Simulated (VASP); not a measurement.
Runs of VASP 6.6.1 on Ta. Symmetry: Im-3m, No. 229, cubic system. Conventional cell: a = 3.303 Å, b = 3.303 Å, c = 3.303 Å, α = 90.00°, β = 90.00°, γ = 90.00°. Ta (site symmetry m-3m) has 8 Ta at 2.86 Å as nearest neighbours. 

```csv
level,potentials or basis,k mesh,cutoff (eV),gap on the mesh (eV),pressure (GPa),relaxed volume (Å³/atom)
RPBE,"VASP PAW PBE potentials, release 64 (Ta_pv)",16 × 16 × 16,600,none,-0.1,18.65
PBE+D3(BJ),"VASP PAW PBE potentials, release 64 (Ta_pv)",16 × 16 × 16,600,none,0.0,17.77
PBE,"VASP PAW PBE potentials, release 64 (Ta)",8 × 8 × 8,300,none,0.0,17.90
r2SCAN,"VASP PAW PBE potentials, release 64 (Ta_pv)",16 × 16 × 16,600,none,0.0,(a)
LDA,"VASP PAW LDA potentials, release 64 (Ta_pv)",16 × 16 × 16,600,none,-0.1,17.27
PBE,"VASP PAW PBE potentials, release 64 (Ta_pv)",16 × 16 × 16,600,none,0.0,(b)
PBEsol,"VASP PAW PBE potentials, release 64 (Ta_pv)",16 × 16 × 16,600,none,0.0,17.70
```

Alike in all rows: task relaxation of cell and atoms; no spin polarisation; cell relaxed; smearing methfessel-paxton 0.1 eV.

Problem. Estimate the missing entries.

Solution. (a) 18.14; (b) 18.32.

Caveats: the PAW data sets were made with another functional, which shifts forces and pressure a little (some runs); pairwise dispersion overbinds metals, which lowers pressure and volume (some runs).

A k mesh can miss the band edges, and the runs leave out spin-orbit coupling on Ta.

A gap of «none» marks a metal or a gap under the smearing width.

Not every run made on this cell is shown here.
